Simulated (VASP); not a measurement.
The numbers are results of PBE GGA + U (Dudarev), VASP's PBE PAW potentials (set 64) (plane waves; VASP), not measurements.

The input files of a VASP run:

INCAR:
```
# general
SYSTEM    = Pt3Ti
PREC      = Accurate
ENCUT     = 400   # plane-wave cut-off (eV)
LREAL     = F
LASPH     = T

# electronic loop
EDIFF     = 1E-6   # SCF stop (eV)
NELM      = 100   # most electronic steps
ALGO      = Normal
LMAXMIX   = 2   # l cut-off of mixed one-centre charges

# smearing
ISMEAR    = 1
SIGMA     = 0.1

# functional
GGA       = PE   # PBE

# DFT+U
LDAU      = T
LDAUTYPE  = 2
LDAUL     = 2 -1
LDAUU     = 5.0 0
LDAUJ     = 0 0
LDAUPRINT = 1

# ions
ISIF      = 2   # forces and stress, cell fixed

# output
LWAVE     = F
LCHARG    = F
LORBIT    = 10
```

POSCAR:
```
Pt3Ti
3.99840
  1.0000000000   0.0000000000   0.0000000000
  0.0000000000   1.0000000000   0.0000000000
  0.0000000000   0.0000000000   1.0000000000
Ti Pt
1 3
direct
  0.0000000000   0.0000000000   0.0000000000
  0.0000000000   0.5000000000   0.5000000000
  0.5000000000   0.0000000000   0.5000000000
  0.5000000000   0.5000000000   0.0000000000
```

### KPOINTS
```
kpoints
0
Gamma
  7 7 7
```

POTCAR, in this order: Ti_sv Pt (PBE.64 set). Program: vasp_std.

Unless said otherwise, spin-orbit coupling is left out, though it shifts the bands of the heavy elements here.

Q: Predict the energy per atom (σ→0), pressure, band gap (on the k-mesh).

A: 
```yaml
energy per atom (σ→0): -628.8 kJ/mol-atom
band gap (on the k-mesh): none (metal, semimetal or under 0.01 eV)
pressure: -5.07 GPa
```

### OSZICAR
```
...
DAV:  10    -0.260677449037E+02    0.69312E-01   -0.55052E-01  1491   0.486E+00    0.317E-01
DAV:  11    -0.260705532412E+02   -0.28083E-02   -0.27396E-02  1457   0.112E+00    0.376E-01
DAV:  12    -0.260688433702E+02    0.17099E-02   -0.79093E-03  1451   0.490E-01    0.641E-02
DAV:  13    -0.260689215102E+02   -0.78140E-04   -0.14227E-04  1308   0.903E-02    0.495E-02
DAV:  14    -0.260688906122E+02    0.30898E-04   -0.15714E-04  1445   0.781E-02    0.483E-03
DAV:  15    -0.260688927610E+02   -0.21488E-05   -0.44236E-06  1156   0.126E-02    0.170E-03
DAV:  16    -0.260688928032E+02   -0.42281E-07   -0.95625E-07   850   0.486E-03
   1 F= -.26068893E+02 E0= -.26069394E+02  d E =0.150229E-02
```

The compound is Pt3Ti in the L1_2 structure. The cell was not relaxed at this level. The run is one of a series of settings (LDAU = .TRUE., LDAUJ = 0 0, LDAUL = 2 -1, LDAUTYPE = 2, LDAUU = 5.0 0, LMAXMIX = 2 against the base run), some of them coarse on purpose.
